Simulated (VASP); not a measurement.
RbBr (space group Fm-3m): computed properties

Level of theory: PBE GGA with D3 dispersion (Becke-Johnson damping), VASP's PBE PAW potentials (set 64) (plane waves; VASP 6.6.1).

```json
{
  "space_group": "Fm-3m (225)",
  "cell": "a = b = c = 6.881 Å, α = β = γ = 90.00°",
  "volume_per_atom": "40.73 Å³/atom",
  "band gap (over mesh and band path)": "4.33 eV",
  "smallest direct gap (over mesh and band path)": "4.33 eV",
  "hill_bulk_modulus": "142 kbar",
  "hill_shear_modulus": "6.9 GPa",
  "Poisson's ratio": "0.291",
  "band_edge_character_without_spin_orbit_coupling": "direct, Γ to Γ",
  "band_gap_with_spin_orbit_coupling": "4.17 eV",
  "density": "3.37 g/cm³",
  "mean ε∞ (independent particles)": "2.79",
  "optical Γ-point spectrum": "89 (×3) cm⁻¹",
  "C11": "35.6 GPa",
  "C12": "3.5 GPa",
  "C44": "3.6 GPa"
}
```

```
RbBr
1.0
    0.00000     3.44062     3.44062
    3.44062     0.00000     3.44062
    3.44062     3.44062     0.00000
Rb Br
1 1
Direct
  0.00000   0.00000   0.00000
  0.50000   0.50000   0.50000
```

The structure comes from a measured RbBr entry (Fm-3m) of the Crystallography Open Database, whose conditions weren't checked. It was relaxed first. Symmetry was kept, so distortions that lower it aren't found.
